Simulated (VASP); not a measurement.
Given:

```
CELL_PARAMETERS angstrom
      0.00000     2.74890     2.74890
      2.74890     0.00000     2.74890
      2.74890     2.74890     0.00000
ATOMIC_POSITIONS crystal
  Cd 0.00000 0.00000 0.00000
  F  0.25000 0.25000 0.25000
  F  0.75000 0.75000 0.75000
```

Level of theory: PBE GGA with D3 dispersion (zero damping), VASP's PBE PAW potentials (set 64) (plane waves; VASP 6.6.1). Run with 520 eV cut-off, 6×6×6 Γ-centred mesh, Gaussian smearing of 0.050 eV, potentials Cd F.

### Question
Give the stress tensor in GPa (positive for a compressed cell).

### Answer

```
-1.77   0.00   0.00
 0.00  -1.77   0.00
 0.00   0.00  -1.77
```
The pressure is its mean diagonal, -1.77 GPa.

The compound is CdF2 in the fluorite structure. The cell was not relaxed at this level. The run is one of a series of settings (IVDW = 11 against the base run), some of them coarse on purpose.
